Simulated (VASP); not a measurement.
A convergence study with VASP on Si (diamond): one setting is varied, all else stays as given below, so the limit is that of these other settings.

```
Si
1.0
    0.00000     2.71550     2.71550
    2.71550     0.00000     2.71550
    2.71550     2.71550     0.00000
Si
2
Direct
  0.00000   0.00000   0.00000
  0.25000   0.25000   0.25000
```

Method: PBE GGA, VASP's PBE PAW potentials (set 64) (plane waves; VASP). The tightest run used: 550 eV cut-off, 13×13×13 Monkhorst-Pack mesh, Gaussian smearing of 0.050 eV, potentials Si.

```csv
setting,E (eV/atom),pressure (GPa),irreducible k-points
1×1×1 mesh,3.0788,42.92,1
2×2×2 mesh,-5.3412,2.33,2
3×3×3 mesh,-5.1136,3.93,4
4×4×4 mesh,-5.4212,1.92,10
5×5×5 mesh,-5.3903,2.15,10
```

Question: These are the cheaper rows. Estimate the results at 13×13×13 mesh, and how far the last row shown lies from them.

Answer: 
```csv
quantity,tightest run,last row shown is off by
E (eV/atom),-5.4225,0.0322
pressure (GPa),1.93,0.22
```

Left out are rungs that failed or repeat a setting and relaxations that didn't move; long series are thinned to 24 rows.

The compound is Si in the diamond structure. The cell was not relaxed at this level.
